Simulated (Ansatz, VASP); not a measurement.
**As (arsenene 3 layers, AB): VASP beside Ansatz**

Aim: how closely do two programs agree when they are given the same cell, functional and k mesh? The cell is taken from a series of runs on this material, whose earlier steps may have relaxed, scaled, displaced or heated it; both programs get it as it stands.

Calculated with Ansatz 0.2.0; plane waves, with VASP 6.6.1 beside it; single point at PBE with D3(BJ).

**1. Set-up**

The cell holds 6 atoms: 6 As. Its edges and angles: a = 3.635 Å, b = 3.635 Å, c = 27.917 Å, α = 90.0°, β = 90.0°, γ = 120.0°. Vacuum lies along c.

Structure file:

```xyz
6
Lattice="3.6353 0.0000 0.0000 -1.8176 3.1482 0.0000 0.0000 0.0000 27.9170" Properties=species:S:1:pos:R:3
As    1.8176    1.0494    9.0000
As    0.0000    2.0988   10.3554
As   -1.8176    3.1482   12.6031
As    1.8176    1.0494   13.9588
As    1.8176    1.0494   17.5376
As    0.0000    2.0988   18.9170
```

**2. VASP: single point, PBE with D3(BJ)**

A single point gives forces, pressure and levels at one fixed geometry, so differences don't come from the geometry; what else differs is listed under the comparison.

Lines of VASP's logs that name or quote its potential files are left out, and so is its time.

File INCAR:

```
SYSTEM = As
PREC = Accurate
ENCUT = 400
EDIFF = 1E-06
NELM = 120
ISMEAR = -1
SIGMA = 0.02585
LREAL = .FALSE.
ALGO = Normal
GGA = PE
IVDW = 12
NBANDS = 21
LORBIT = 11
LWAVE = .FALSE.
LCHARG = .FALSE.
ISIF = 2
LDIPOL = .TRUE.
IDIPOL = 3
DIPOL = 0.5 0.5 0.489
LVHAR = .TRUE.
LASPH = .TRUE.
GGA_COMPAT = .FALSE.
NELMDL = -8
KPAR = 2
```

File POSCAR:

```
As
1.0
    3.6352820689      0.0000000000      0.0000000000
   -1.8176410344      3.1482466216      0.0000000000
    0.0000000000      0.0000000000     27.9169869062
As
6
Direct
    0.6666666667      0.3333333333      0.3223843615
    0.3333333334      0.6666666666      0.3709340503
    0.0000000000      1.0000000000      0.4514508915
    0.6666666667      0.3333333333      0.5000092905
    0.6666666667      0.3333333333      0.6282038748
    0.3333333334      0.6666666666      0.6776156385
```

File KPOINTS:

```
Automatic mesh
0
Gamma
18 18 1
0 0 0
```

The projector-augmented-wave data sets are As (PBE family, release 64).

Command:

```bash
$ mpirun -np 2 vasp_std
```

Numbers of over 12 decimals in the logs are rounded to 6 here.

The program printed:

```text
[banner, memory and clock lines left out]
running    2 mpi-ranks, on    1 nodes
 distrk:  each k-point on    1 cores,    2 groups
 distr:  one band on    1 cores,    1 groups

 POSCAR found type information on POSCAR As
 POSCAR found :  1 types and       6 ions
 LDA part: xc-table for (Slater+PW92), standard interpolation
 POSCAR, INCAR and KPOINTS ok, starting setup
 FFT: planning ... GRIDC
 FFT: planning ... GRID_SOFT
 FFT: planning ... GRID
 WAVECAR not read
 entering main loop
       N       E                     dE             d eps       ncg     rms          rms(c)
DAV:   1     0.173229202432E+03    0.17323E+03   -0.89001E+03  1554   0.867E+02
DAV:   2    -0.860805101632E+01   -0.18184E+03   -0.17599E+03  2349   0.169E+02
DAV:   3    -0.273891132644E+02   -0.18781E+02   -0.18512E+02  1906   0.613E+01
DAV:   4    -0.279605027159E+02   -0.57139E+00   -0.56747E+00  2219   0.123E+01
DAV:   5    -0.279726057360E+02   -0.12103E-01   -0.12095E-01  2137   0.162E+00
DAV:   6    -0.279729827055E+02   -0.37697E-03   -0.37692E-03  2352   0.281E-01
DAV:   7    -0.279729957792E+02   -0.13074E-04   -0.13074E-04  2195   0.433E-02
DAV:   8    -0.279729962765E+02   -0.49730E-06   -0.49730E-06  2080   0.745E-03    0.582E+00
DAV:   9    -0.278851626394E+02    0.87834E-01   -0.49697E-02  1787   0.107E+00    0.349E+00
DAV:  10    -0.278392766877E+02    0.45886E-01   -0.10001E-01  1841   0.156E+00    0.187E-01
DAV:  11    -0.278399590910E+02   -0.68240E-03   -0.30712E-03  2066   0.309E-01    0.106E-01
DAV:  12    -0.278403718316E+02   -0.41274E-03   -0.18703E-03  2122   0.282E-01    0.454E-02
DAV:  13    -0.278403049507E+02    0.66881E-04   -0.74637E-04  2029   0.204E-01    0.242E-02
DAV:  14    -0.278403161266E+02   -0.11176E-04   -0.20713E-04  1978   0.776E-02    0.174E-02
[...]
DAV:  19    -0.278405084562E+02   -0.12127E-04   -0.10081E-06  1557   0.408E-03    0.124E-03
DAV:  20    -0.278405162987E+02   -0.78426E-05   -0.48227E-07  1383   0.253E-03    0.543E-04
DAV:  21    -0.278405217681E+02   -0.54694E-05   -0.22485E-07  1327   0.149E-03    0.511E-04
DAV:  22    -0.278405243309E+02   -0.25627E-05   -0.13250E-07  1239   0.106E-03    0.251E-04
DAV:  23    -0.278405270702E+02   -0.27393E-05   -0.12207E-07  1247   0.846E-04    0.274E-04
DAV:  24    -0.278405283593E+02   -0.12891E-05   -0.49046E-08  1122   0.501E-04    0.144E-04
DAV:  25    -0.278405296256E+02   -0.12664E-05   -0.37128E-08  1051   0.488E-04    0.120E-04
DAV:  26    -0.278405300475E+02   -0.42187E-06   -0.15185E-08   972   0.287E-04
   1 F= -.29696195E+02 E0= -.29695031E+02  d E =-.232740E-02
```

From OUTCAR (step 2):

```text
ion  position               nearest neighbor table
   1  0.667  0.333  0.322-   2 2.50   2 2.50   2 2.50
   2  0.333  0.667  0.371-   1 2.50   1 2.50   1 2.50
   3  0.000  0.000  0.451-   4 2.50   4 2.50   4 2.50
   4  0.667  0.333  0.500-   3 2.50   3 2.50   3 2.50
   5  0.667  0.333  0.628-   6 2.51   6 2.51   6 2.51
   6  0.333  0.667  0.678-   5 2.51   5 2.51   5 2.51

  LATTYP: Found a hexagonal cell.
 ALAT       =     3.6352820689
 C/A-ratio  =     7.6794555077

 Subroutine GETGRP returns: Found  6 space group operations
 (whereof  6 operations were pure point group operations)

The static configuration has the point symmetry C_3v.

 Found     37 irreducible k-points:

   k-points           NKPTS =     37   k-points in BZ     NKDIM =     37   number of bands    NBANDS=     21

   dimension x,y,z NGX =    24 NGY =   24 NGZ =  192
   dimension x,y,z NGXF=    48 NGYF=   48 NGZF=  384

   ENCUT  =  400.0 eV  29.40 Ry    5.42 a.u.   5.93  5.93 45.53*2*pi/ulx,y,z

   NELECT =      30.0000    total number of electrons

 k-points in reciprocal lattice and weights: Automatic mesh
   0.00000000  0.00000000  0.00000000       0.003
   0.05555556  0.00000000  0.00000000       0.019
   0.11111111  0.00000000  0.00000000       0.019
   0.16666667 -0.00000000  0.00000000       0.019
   0.22222222  0.00000000  0.00000000       0.019
   0.27777778  0.00000000  0.00000000       0.019
   0.33333333  0.00000000  0.00000000       0.019
   0.38888889 -0.00000000  0.00000000       0.019
   0.44444444  0.00000000  0.00000000       0.019
[...]
0.33333333  0.27777778  0.00000000       0.037
   0.33333333  0.33333333  0.00000000       0.006

 dipolmoment           0.000000      0.000000      0.004706 electrons x Angstroem

 average (electrostatic) potential at core
       1 -55.6084       2 -55.7863       3 -55.7925       4 -55.6302       5 -55.6292
       6 -55.6207

 E-fermi :  -0.1640

 k-point     1 :       0.0000    0.0000    0.0000
  band No.  band energies     occupation
    ...
     11      -1.6340      2.00000
     12      -1.6340      2.00000
     13      -1.4981      2.00000
     14      -1.4981      2.00000
     15      -0.4202      1.99990
     16       0.1068      0.00006
     17       0.6522      0.00000
     18       1.3312      0.00000
     19       1.3312      0.00000
     20       1.9266      0.00000
    ...

 k-point     2 :       0.0556    0.0000    0.0000
  band No.  band energies     occupation
    ...
     11      -1.9530      2.00000
     12      -1.6761      2.00000
     13      -1.5890      2.00000
     14      -1.5462      2.00000
     15      -0.1695      1.10598
     16       0.5118      0.00000
     17       0.9443      0.00000
     18       1.1496      0.00000
     19       1.4260      0.00000
     20       1.9275      0.00000
    ...

 k-point     3 :       0.1111    0.0000    0.0000
  band No.  band energies     occupation
    ...
     11      -2.2664      2.00000
     12      -1.8560      2.00000
     13      -1.8161      2.00000
     14      -1.4919      2.00000
     15      -0.2026      1.63263
     16       0.6728      0.00000
     17       1.1482      0.00000
     18       1.6550      0.00000
     19       1.7022      0.00000
     20       1.8888      0.00000
    ...

 Edisp (eV)   -1.85566

  Total       0.27413     0.27413     0.30311     0.00000     0.00000     0.00000
  in kB       1.37466     1.37466     1.51996     0.00000     0.00000     0.00000
  external pressure =        1.42 kB  Pullay stress =        0.00 kB

  energy-cutoff  :      400.00
  volume of cell :      319.50
      direct lattice vectors                 reciprocal lattice vectors
     3.635282069  0.000000000  0.000000000     0.275081818  0.158818562  0.000000000
    -1.817641034  3.148246622  0.000000000     0.000000000  0.317637123  0.000000000
     0.000000000  0.000000000 27.916986906     0.000000000  0.000000000  0.035820485

 POSITION                                       TOTAL-FORCE (eV/Angst)
 -----------------------------------------------------------------------------------
      1.81764      1.04942      9.00000         0.000000     -0.000000     -0.078311
      0.00000      2.09883     10.35536         0.000000      0.000000      0.088411
      0.00000      0.00000     12.60315        -0.000000      0.000000     -0.092204
      1.81764      1.04942     13.95875        -0.000000     -0.000000      0.078303
      1.81764      1.04942     17.53756        -0.000000     -0.000000     -0.082128
      0.00000      2.09883     18.91699        -0.000000      0.000000      0.085931
 -----------------------------------------------------------------------------------
    total drift:                               -0.000000      0.000000     -0.000446

  FREE ENERGIE OF THE ION-ELECTRON SYSTEM (eV)
  ---------------------------------------------------
  free  energy   TOTEN  =       -29.6961946473 eV

  energy  without entropy=      -29.6938672523  energy(sigma->0) =      -29.69503095

 vacuum level on the upper side and lower side of the slab         4.017         3.942

 total charge
# of ion       s       p       d       tot
------------------------------------------
    1        1.296   1.382   0.041   2.719
    2        1.296   1.367   0.056   2.719
    3        1.297   1.367   0.056   2.720
    4        1.302   1.377   0.041   2.720
    5        1.300   1.365   0.041   2.706
    6        1.296   1.367   0.040   2.703
--------------------------------------------------
tot          7.786   8.226   0.275  16.287

[... 3 further parts left out ...]
```

**3. Ansatz: single point, PBE with D3(BJ)**

Ansatz runs on its default PAW (the set named soft_2) files.

The same cell, functional, mesh and smearing now go to Ansatz, which takes its cutoff from its data sets.

File input.yaml:

```yaml
crystal:
  lattice:
    - [3.6352820689, 0.0, 0.0]
    - [-1.8176410344, 3.1482466216, 0.0]
    - [0.0, 0.0, 27.9169869062]
  atoms:
    - { symbol: As, position: [0.6666666667, 0.3333333333, 0.3223843615] }
    - { symbol: As, position: [0.3333333333, 0.6666666667, 0.3709340503] }
    - { symbol: As, position: [0.0, 0.0, 0.4514508915] }
    - { symbol: As, position: [0.6666666667, 0.3333333333, 0.5000092905] }
    - { symbol: As, position: [0.6666666667, 0.3333333333, 0.6282038748] }
    - { symbol: As, position: [0.3333333333, 0.6666666667, 0.6776156385] }
kpoints:
  mp_grid: { grid: [18, 18, 1] }
  band_path:
    path: [[0, 0, 0], [0.5, 0, 0], [0.33333333, 0.33333333, 0], [0, 0, 0]]
    npoints: 16
hamiltonian:
  xc: pbe
  dispersion: d3bj
scf:
  occupations: { method: fermi_dirac, width: 0.02585 }
  convergence: { dr2_threshold: 1.0e-10 }
efield:
  axis: 3
  dipole_correction: true
  ramp_position: 0.97
  ramp_width: 0.06
  amplitude: 0
output:
  dos: { projected: true, e_range: [-6, 5] }
  write_potential: true
  write_density: true
  volumetric_format: npy
  elf: true
```

Command:

```bash
$ ansatz run input.yaml --threads 4 --pin off --max-ram 8192MiB --backend cpu --events-out ev --progress --plain --runs-dir out
```

The program printed:

```text
Engine: ansatz 0.2.0, x86_64-unknown-linux-gnu
Pseudopotentials: kind: paw
Pseudopotential: As, paw, valence charge 15, recommended cutoff 420 eV (normal), As.paw.azcp
Functional definition: PBE
  parameter kappa = 0.804
  parameter beta = 0.066725
  exchange = pbe_x(kappa = kappa, mu = beta*pi^2/3)
  correlation = pbe_c(beta = beta)
Crystal: 6 atoms, lattice volume = 319.503 Å³
Basis set: ecut = 420 eV, 6165 PW (Γ)
Bands: 54, of which v1, the nominal top of the filled ones, is band 45 counted from 1 (44 counted from 0)
Symmetry: 6 space group operations
Space group: P3m1 (ITA 156), of the structure as read, at distance tolerance 6.8e-5 Å
k-points: 37 of 324 (time reversal used)
Non-local potential: As, projectors of the file, l = 0: 2, l = 1: 2, l = 2: 3, l = 3: 1
PAW form: soft (Blöchl's): semilocal exchange-correlation on the pseudo side does not see the compensation charge
PAW one-centre angular grid: As, 590 points (default); XC on 64 Gauss nodes
Initial density: superposition of atomic densities (neutral atoms: chi_scale 0, normalization atom), corrected by the library's trained network
Initial wavefunctions: pseudopotential atomic-orbital guess
Functional: x = pbe(κ = 0.804, μ = 0.219515), c = pbe(β = 0.066725)
SCF iter   1: F=—  HF=-29138.503419 eV  |F-HF|=—  |Δ(HF+E_count)|=         —  Δρ=1.21e-3  dr2=7.18e-3  ethr=1.77e-3  p=-0.005 e·Å  D=-3.04e-3 V/Å  ΔV_dip=0.08 eV  dr2_dipole=5.74e-4  V_vac-E_F(+/−)=4.13/4.04 eV  ⟨swp⟩=8.1  Hψ=8125  notcnv=0  defer=2
efield: sawtooth ramp at fractional position 0.9700 (set: `efield.ramp_position`, or a place that a band, a saddle search or an elastic batch's reference lends), width 0.0600; the density the first Hamiltonian is built on has a dipole p = -0.005 e·Å; the dipole correction subtracts the counter field D = -3.04e-3 V/Å, which shifts the + side's vacuum level by +0.08 eV against the − side's; the planar-averaged density in the ramp window peaks in size at 5.8e-6 e/Å³
preconditioner: auto → LDOS  [insulator: Δε(μ)=0.094 eV  Ē_g=8.954 eV  σ=0.026 eV  W_gap=0.55  n_scr=72 (ndim 8)  ℏωp=11.4 eV  f_vac=0.540  D(μ)=1.11/eV (n_scr^D=6)  ε∞_Penn≈2.6  β→1.0]
SCF iter   2: F=—  HF=-29138.504399 eV  |F-HF|=—  |Δ(HF+E_count)|=   9.80e-4  Δρ=7.82e-4  dr2=3.85e-3  ethr=7.98e-6  p=-0.005 e·Å  D=-2.56e-3 V/Å  ΔV_dip=0.07 eV  dr2_dipole=3.58e-4  V_vac-E_F(+/−)=4.17/4.10 eV  ⟨swp⟩=2.5  Hψ=4284  notcnv=0  defer=99
SCF iter   3: F=—  HF=-29138.503070 eV  |F-HF|=—  |Δ(HF+E_count)|=   1.33e-3  Δρ=2.63e-4  dr2=1.36e-3  ethr=4.28e-6  p=-0.007 e·Å  D=-3.76e-3 V/Å  ΔV_dip=0.10 eV  dr2_dipole=2.34e-4  V_vac-E_F(+/−)=4.20/4.09 eV  ⟨swp⟩=2.0  Hψ=3665  notcnv=0  defer=99
SCF iter   4: F=—  HF=-29138.502939 eV  |F-HF|=—  |Δ(HF+E_count)|=   1.31e-4  Δρ=1.08e-4  dr2=2.36e-4  ethr=1.51e-6  p=-0.005 e·Å  D=-2.68e-3 V/Å  ΔV_dip=0.07 eV  dr2_dipole=3.14e-10  V_vac-E_F(+/−)=4.17/4.09 eV  ⟨swp⟩=2.0  Hψ=2374  notcnv=0  defer=99
SCF iter   5: F=—  HF=-29138.502922 eV  |F-HF|=—  |Δ(HF+E_count)|=   1.76e-5  Δρ=3.39e-5  dr2=1.13e-5  ethr=2.62e-7  p=-0.005 e·Å  D=-2.73e-3 V/Å  ΔV_dip=0.08 eV  dr2_dipole=1.12e-6  V_vac-E_F(+/−)=4.17/4.10 eV  ⟨swp⟩=2.0  Hψ=2110  notcnv=0  defer=99
SCF iter   6: F=—  HF=-29138.502922 eV  |F-HF|=—  |Δ(HF+E_count)|=   3.15e-7  Δρ=9.43e-6  dr2=1.96e-6  ethr=1.25e-8  p=-0.005 e·Å  D=-2.65e-3 V/Å  ΔV_dip=0.07 eV  dr2_dipole=9.91e-7  V_vac-E_F(+/−)=4.17/4.10 eV  ⟨swp⟩=2.5  Hψ=3097  notcnv=0  defer=99
SCF iter   7: F=—  HF=-29138.502976 eV  |F-HF|=—  |Δ(HF+E_count)|=   5.37e-5  Δρ=2.62e-6  dr2=2.30e-7  ethr=2.18e-9  p=-0.005 e·Å  D=-2.59e-3 V/Å  ΔV_dip=0.07 eV  dr2_dipole=1.41e-7  V_vac-E_F(+/−)=4.17/4.10 eV  ⟨swp⟩=2.0  Hψ=2246  notcnv=0  defer=99
SCF iter   8: F=—  HF=-29138.502976 eV  |F-HF|=—  |Δ(HF+E_count)|=   1.87e-8  Δρ=1.17e-6  dr2=2.49e-8  ethr=2.55e-10  p=-0.005 e·Å  D=-2.55e-3 V/Å  ΔV_dip=0.07 eV  dr2_dipole=1.20e-8  V_vac-E_F(+/−)=4.17/4.10 eV  ⟨swp⟩=2.0  Hψ=2186  notcnv=0  defer=99
SCF iter   9: F=—  HF=-29138.502976 eV  |F-HF|=—  |Δ(HF+E_count)|=   5.31e-9  Δρ=4.51e-7  dr2=1.95e-9  ethr=2.76e-11  p=-0.004 e·Å  D=-2.54e-3 V/Å  ΔV_dip=0.07 eV  dr2_dipole=3.60e-10  V_vac-E_F(+/−)=4.17/4.10 eV  ⟨swp⟩=2.0  Hψ=3443  notcnv=0  defer=99
SCF iter  10: F=—  HF=-29138.502976 eV  |F-HF|=—  |Δ(HF+E_count)|=  5.93e-10  Δρ=1.23e-7  dr2=2.51e-10  ethr=2.16e-12  p=-0.004 e·Å  D=-2.54e-3 V/Å  ΔV_dip=0.07 eV  dr2_dipole=3.04e-11  V_vac-E_F(+/−)=4.17/4.10 eV  ⟨swp⟩=2.0  Hψ=2328  notcnv=0  defer=99
SCF iter  11: F=-29138.502976 eV  HF=-29138.502976 eV  |F-HF|=4.37e-11  |Δ(HF+E_count)|=  1.09e-11  Δρ=4.65e-8  dr2=2.62e-11  ethr=1.00e-12  p=-0.004 e·Å  D=-2.54e-3 V/Å  ΔV_dip=0.07 eV  dr2_dipole=2.26e-12  V_vac-E_F(+/−)=4.17/4.10 eV  ⟨swp⟩=9.1  Hψ=6030  notcnv=0
SCF 1 converged in 11 iterations: F = -29138.502976 eV  dr2 = 2.62e-11
  greatest PAW one-centre occupation: 0.999 electrons in one spin orbital (limit 2), on the As atom at site 2 (counted from 0), in its partial waves of l = 2
NSCF: frozen V_eff on 49 k-points
efield: sawtooth ramp at fractional position 0.9700 (kept from the solve that this one continues, or follows in the run), width 0.0600; the density the first Hamiltonian is built on has a dipole p = -0.004 e·Å; the dipole correction subtracts the counter field D = -2.54e-3 V/Å, which shifts the + side's vacuum level by +0.07 eV against the − side's; the planar-averaged density in the ramp window peaks in size at 4.9e-8 e/Å³
WARN: The output density's exchange-correlation potential varies sharply where the density is thin. Do not read a vacuum level from v_tot or v_xc, or from such a field of the output density. On a cell that repeats whose density bears no net charge and no dipole along the vacuum's axis use v_es (v_loc + v_h of the components); under efield.dipole_correction with no amplitude use v_es + v_field, which holds any externa [...]
SCF converged after 11 iterations
Free energy (F): -29138.502976 eV
Harris-Foulkes:  -29138.502976 eV  (|F-HF|=4.37e-11)
Internal energy: -29138.500650 eV  (E = F + TS)
E sigma→0 (E₀):  -29138.501813 eV
Entropy (-TS):   -0.002326 eV (-0.388 meV/atom)
Fermi energy:    1.978596 eV
Dipole field:    D = -0.002542 V/Å  (p = -0.004488 e·Å, saw-weighted, corrected)
Work function:   Φ+ = 4.1705 eV   Φ− = 4.0995 eV
Levels:          The Fermi level and band energies are counted from a zero that moves with the ramp; work functions are not
--- Per-component energies (eV) ---
  E_band       = -2199.457076
  E_kinetic    = 614.455552
  E_local      = -103806.432726  (includes V_loc(G=0)·N_el)
  E_nonlocal   = -4024.369951
  E_hartree    = 52046.297286
  E_xc         = -474.579204
  E_vxc        = -473.969585  (∫ρ·V_xc dr)
  E_paw        = -11007.320198  (= ΣΔE_a)
  E_vpaw       = 1398.318406  (= ΣTr[D̂ρ^β])
  E_aug_tail   = 0.000037  (compensation charges beyond the density's cutoff)
  E_efield     = 0.000006  (sawtooth field / dipole correction)
  E_vefield    = -0.052577  (∫n·V_field dr)
  E_ewald      = 37515.304444
  E_disp       = -1.855897  (pairwise vdW)
  E_smearing   = -0.002326  (= −TS)
  E_closure    = -0.000000  (closes the sum)
  Σ components = -29138.502976   (vs F -29138.502976, Δ=0.00e0)
--- Band table (eV; the first three rows and the last of 37) ---
  k-point 0: bands = [... 41 lower, 0.5189, 0.6564, 0.6564, 1.7220, 2.2720, 2.8206, 3.4758, 3.4758, ... 5 higher]
  k-point 1: bands = [... 41 lower, 0.4769, 0.5656, 0.5890, 1.9676, 2.6732, 3.1052, 3.3033, 3.5701, ... 5 higher]
  k-point 2: bands = [... 41 lower, 0.2979, 0.3384, 0.6398, 1.9292, 2.8257, 3.3045, 3.7976, 3.8532, ... 5 higher]
  k-point 36: bands = [... 41 lower, -1.4686, -1.3404, -1.1954, -0.5581, 2.6921, 3.0311, 3.1872, 4.1036, ... 5 higher]
```

**4. Comparison**

Known differences besides the potentials themselves: the data sets hold 90 valence electrons in Ansatz (on its default PAW (the set named soft_2) files) and 30 in VASP; the cutoff is 420 eV in Ansatz and 400 eV in VASP. Total energies have different zeros and are not compared.

The two programs side by side:

```tsv
quantity	Ansatz	VASP	difference
work function, lower of the two faces (eV)	4.10	4.11	-0.01
work function, higher of the two faces (eV)	4.17	4.18	-0.01
```

With vacuum in the cell, a pressure given here is an average over mostly empty space and none of the material.

**5. Summary of results**

```json
{
 "difference in work function, higher of the two faces (single point, PBE with D3(BJ))": "-0.011 eV"
}
```

What this shows: The difference in work function, higher of the two faces is -0.011 eV (single point, PBE with D3(BJ)). The data sets hold unlike numbers of valence electrons (90 in Ansatz and 30 in VASP), so part of the differences comes from the potentials. Such differences can come from data sets, numerical settings and the points named under the comparisons, not from the functional's error against experiment.

[Lines on the potential files, build, host, timing and source positions are cut from VASP's logs without a mark.]

[Logs are printed without paths, hosts, clocks, repeated set-up lines and the standing remarks that a program may print on its own settings, such as how far it seeks lower states.]

[Hosts, paths, dates, database ids (printed as entryN), source tags and the programs' standing remarks are cut or masked in the printed files.]
